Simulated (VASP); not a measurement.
All values below come from PBEsol GGA, VASP's PBE PAW potentials (set 64) (plane waves; VASP).

Input for VASP

**INCAR**
```
EDIFFG=-0.02
PREC=Accurate
NELM=100   # most electronic steps
LMAXMIX=4
ENCUT=400
ALGO=Normal
SYSTEM=Zn4S2Se2
NSW=60
ISIF=3
LCHARG=F
ISMEAR=0   # Gaussian
EDIFF=1E-6   # SCF stop (eV)
GGA=PS   # PBEsol
LWAVE=F
IBRION=2
SIGMA=0.05
LREAL=F
LASPH=T
```

**POSCAR**
```
Zn4S2Se2
1.0
  5.4928142097   0.0000000000   0.0000000000
  0.0000000000   5.4928142097   0.0000000000
  0.0000000000   0.0000000000   5.4871135774
Zn Se S
4 2 2
Cartesian
  0.0000000000   0.0000000000   5.4124305848
  2.7464071048   2.7464071048   5.4124305848
  2.7464071048   0.0000000000   2.8182397813
  0.0000000000   2.7464071048   2.8182397813
  1.3732035524   1.3732035524   1.3717783943
  4.1196106573   4.1196106573   1.3717783943
  4.1196106573   1.3732035524   4.1153351831
  1.3732035524   4.1196106573   4.1153351831
```

### KPOINTS
```
Regular mesh
0
Gamma
 4 4 4
0 0 0
```

POTCAR, in this order: Zn Se S (PBE.64 set). Program: vasp_std.

What VASP printed:

File OUTCAR:
```
 ion  position               nearest neighbor table
   1  0.000  0.000  0.986-   7 2.34   8 2.34   5 2.42   6 2.42
   2  0.500  0.500  0.986-   7 2.34   8 2.34   5 2.42   6 2.42
   3  0.500  0.000  0.514-   7 2.34   8 2.34   5 2.42   6 2.42
   4  0.000  0.500  0.514-   7 2.34   8 2.34   5 2.42   6 2.42
   5  0.250  0.250  0.250-   1 2.42   2 2.42   3 2.42   4 2.42
   6  0.750  0.750  0.250-   1 2.42   2 2.42   3 2.42   4 2.42
   7  0.750  0.250  0.750-   1 2.34   2 2.34   3 2.34   4 2.34
   8  0.250  0.750  0.750-   1 2.34   2 2.34   3 2.34   4 2.34
  LATTYP: Found a simple tetragonal cell.
 ALAT       =     5.4928142097
 C/A-ratio  =     0.9989621655
 Subroutine PRICEL returns following result:
  LATTYP: Found a simple tetragonal cell.
 ALAT       =     3.8840061755
 C/A-ratio  =     1.4127458427
 Subroutine GETGRP returns: Found  8 space group operations
The static configuration has the point symmetry C_2v.
 The point group associated with its full space group is D_2d.
The dynamic configuration has the point symmetry C_2v.
 Subroutine INISYM returns: Found  8 space group operations
 Subroutine IBZKPT returns following result:
 Found     18 irreducible k-points:

 Following reciprocal coordinates:
            Coordinates               Weight
  0.000000  0.000000  0.000000      1.000000
  0.250000  0.000000  0.000000      4.000000
  0.500000  0.000000  0.000000      2.000000
  0.250000  0.250000  0.000000      4.000000
  0.500000  0.250000  0.000000      4.000000
  0.500000  0.500000  0.000000      1.000000
  0.000000  0.000000  0.250000      2.000000
  0.250000  0.000000  0.250000      8.000000
  0.500000  0.000000  0.250000      4.000000
  0.250000  0.250000  0.250000      8.000000
  0.500000  0.250000  0.250000      8.000000
  0.500000  0.500000  0.250000      2.000000
  0.000000  0.000000  0.500000      1.000000
  0.250000  0.000000  0.500000      4.000000
...
```

**OSZICAR**
```
       N       E                     dE             d eps       ncg     rms          rms(c)
DAV:   1     0.507978936058E+03    0.50798E+03   -0.28504E+04  1548   0.164E+03
DAV:   2     0.344582587076E+02   -0.47352E+03   -0.46170E+03  1583   0.386E+02
DAV:   3    -0.277120109723E+02   -0.62170E+02   -0.61582E+02  1760   0.138E+02
DAV:   4    -0.300372581079E+02   -0.23252E+01   -0.23182E+01  1832   0.266E+01
DAV:   5    -0.300707946851E+02   -0.33537E-01   -0.33516E-01  1807   0.331E+00    0.125E+01
DAV:   6    -0.286184517064E+02    0.14523E+01   -0.38983E+00  2126   0.446E+01    0.941E+00
DAV:   7    -0.286656463894E+02   -0.47195E-01   -0.33865E+00  1649   0.763E+00    0.400E+00
DAV:   8    -0.286354424639E+02    0.30204E-01   -0.17024E-01  1959   0.459E+00    0.148E+00
DAV:   9    -0.286343566638E+02    0.10858E-02   -0.40708E-02  1967   0.255E+00    0.326E-01
DAV:  10    -0.286344446487E+02   -0.87985E-04   -0.25777E-03  1772   0.476E-01    0.209E-01
DAV:  11    -0.286346119534E+02   -0.16730E-03   -0.11370E-03  2164   0.155E-01    0.539E-02
DAV:  12    -0.286345984070E+02    0.13546E-04   -0.23895E-04  1920   0.974E-02    0.437E-02
DAV:  13    -0.286346121452E+02   -0.13738E-04   -0.52809E-05  1860   0.583E-02    0.101E-02
DAV:  14    -0.286346136139E+02   -0.14687E-05   -0.68365E-06  1765   0.292E-02    0.584E-03
DAV:  15    -0.286346135911E+02    0.22793E-07   -0.12770E-06  1018   0.796E-03
   1 F= -.28634614E+02 E0= -.28634614E+02  d E =-.286346E+02
```

**OUTCAR**
```
------------------------ aborting loop because EDIFF is reached ----------------------------------------
  FORCE on cell =-STRESS in cart. coord.  units (eV):
  Direction    XX          YY          ZZ          XY          YZ          ZX
  --------------------------------------------------------------------------------------
  Total        0.1020136      0.1020136      0.1401753      0.0000000      0.0000000      0.0000000
  in kB        0.9872674      0.9872674      1.3565891      0.0000000      0.0000000      0.0000000
  external PRESSURE =       1.1103746 kB  Pullay stress =       0.0000000 kB
  volume of cell :      165.55
      direct lattice vectors                 reciprocal lattice vectors
     5.492814210  0.000000000  0.000000000     0.182056039  0.000000000  0.000000000
     0.000000000  5.492814210  0.000000000     0.000000000  0.182056039  0.000000000
     0.000000000  0.000000000  5.487113577     0.000000000  0.000000000  0.182245180
 POSITION                                       TOTAL-FORCE (eV/Angst)
 -----------------------------------------------------------------------------------
      0.00000      0.00000      5.41243         0.000000     -0.000000      0.010435
      2.74641      2.74641      5.41243         0.000000      0.000000      0.010435
      2.74641      0.00000      2.81824         0.000000     -0.000000     -0.010435
      0.00000      2.74641      2.81824        -0.000000      0.000000     -0.010435
      1.37320      1.37320      1.37178         0.000000     -0.000000     -0.000000
      4.11961      4.11961      1.37178         0.000000     -0.000000     -0.000000
      4.11961      1.37320      4.11534         0.000000     -0.000000     -0.000000
      1.37320      4.11961      4.11534         0.000000     -0.000000     -0.000000
 -----------------------------------------------------------------------------------
    total drift:                                0.000000      0.000000      0.000000
  FREE ENERGIE OF THE ION-ELECTRON SYSTEM (eV)
  ---------------------------------------------------
  free  energy   TOTEN  =       -28.6346135911 eV

  energy  without entropy=      -28.6346135911  energy(sigma->0) =      -28.63461359

 reached required accuracy - stopping structural energy minimisation
```
(Selected blocks of OUTCAR.)

The structure was generated: Zn4S2Se2 was put into an ordered model structure (P-4m2), which need not be its known phase. It was relaxed first. The start is the result of an earlier pass.
